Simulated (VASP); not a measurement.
Method: PBEsol GGA, VASP's PBE PAW potentials (set 64) (plane waves; VASP 6.6.1).

VASP input:

### POSCAR
```
NaI
1
    0.0000000000     3.2058260070     3.2058260070
    3.2058260070     0.0000000000     3.2058260070
    3.2058260070     3.2058260070     0.0000000000
Na I
1 1
Direct
  0.0000000000   0.0000000000   0.0000000000
  0.5000000000   0.5000000000   0.5000000000
```

File KPOINTS:
```
kpoints
0
G
  8 8 8
```

### INCAR
```
# general
SYSTEM =NaI
PREC   =Accurate
ENCUT  =520
LREAL  =.FALSE.
LASPH  =.TRUE.

# electronic loop
EDIFF  =1E-7
NELM   =100
ALGO   =Normal   # blocked Davidson
LMAXMIX=4

# smearing
ISMEAR =-5   # tetrahedra, Bloechl

# functional
GGA    =PS

# ions
ISIF   =2   # forces and stress, cell fixed

# output
LWAVE  =.FALSE.
LCHARG =.TRUE.
LORBIT =11   # lm-projected
NEDOS  =601
```

POTCAR, in this order: Na_pv I (PBE.64 set). Program: vasp_std.

Output of the run:

File OSZICAR:
```
       N       E                     dE             d eps       ncg     rms          rms(c)
DAV:   1     0.801295419771E+02    0.80130E+02   -0.68960E+03   638   0.115E+03
DAV:   2     0.127197276903E+01   -0.78858E+02   -0.73734E+02   679   0.242E+02
DAV:   3    -0.552762514902E+01   -0.67996E+01   -0.67532E+01   782   0.717E+01
DAV:   4    -0.572993572161E+01   -0.20231E+00   -0.20217E+00   740   0.129E+01
DAV:   5    -0.573657761532E+01   -0.66419E-02   -0.66416E-02   775   0.248E+00    0.143E+00
DAV:   6    -0.567911066559E+01    0.57467E-01   -0.78194E-02   743   0.243E+00    0.948E-01
DAV:   7    -0.566898840222E+01    0.10122E-01   -0.59578E-02   766   0.183E+00    0.502E-01
DAV:   8    -0.566989992825E+01   -0.91153E-03   -0.32800E-03   683   0.680E-01    0.842E-02
DAV:   9    -0.566987462500E+01    0.25303E-04   -0.95962E-05   761   0.136E-01    0.276E-02
DAV:  10    -0.566987917379E+01   -0.45488E-05   -0.22275E-05   733   0.659E-02    0.543E-03
DAV:  11    -0.566987932342E+01   -0.14962E-06   -0.25558E-06   713   0.202E-02    0.176E-03
DAV:  12    -0.566987940717E+01   -0.83754E-07   -0.32335E-07   716   0.447E-03
   1 F= -.56698794E+01 E0= -.56698794E+01  d E =0.000000E+00
```

OUTCAR:
```
------------------------ aborting loop because EDIFF is reached ----------------------------------------
  FORCE on cell =-STRESS in cart. coord.  units (eV):
  Direction    XX          YY          ZZ          XY          YZ          ZX
  --------------------------------------------------------------------------------------
  Total       -0.0124887     -0.0124887     -0.0124887     -0.0000000      0.0000000     -0.0000000
  in kB       -0.3036522     -0.3036522     -0.3036522     -0.0000000      0.0000000     -0.0000000
  external PRESSURE =      -0.3036522 kB  Pullay stress =       0.0000000 kB
  volume of cell :       65.89
      direct lattice vectors                 reciprocal lattice vectors
     0.000000000  3.205826007  3.205826007    -0.155966044  0.155966044  0.155966044
     3.205826007  0.000000000  3.205826007     0.155966044 -0.155966044  0.155966044
     3.205826007  3.205826007  0.000000000     0.155966044  0.155966044 -0.155966044
  FREE ENERGIE OF THE ION-ELECTRON SYSTEM (eV)
  ---------------------------------------------------
  free  energy   TOTEN  =        -5.6698794072 eV

  energy  without entropy=       -5.6698794072  energy(sigma->0) =       -5.66987941

 total charge

# of ion       s       p       d       tot
------------------------------------------
    1        0.044   5.976   0.000   6.020
    2        1.493   2.842   0.003   4.338
--------------------------------------------------
tot          1.537   8.818   0.003  10.358
```
(Selected blocks of OUTCAR.)

The compound is NaI in the rock salt structure. It was relaxed first.
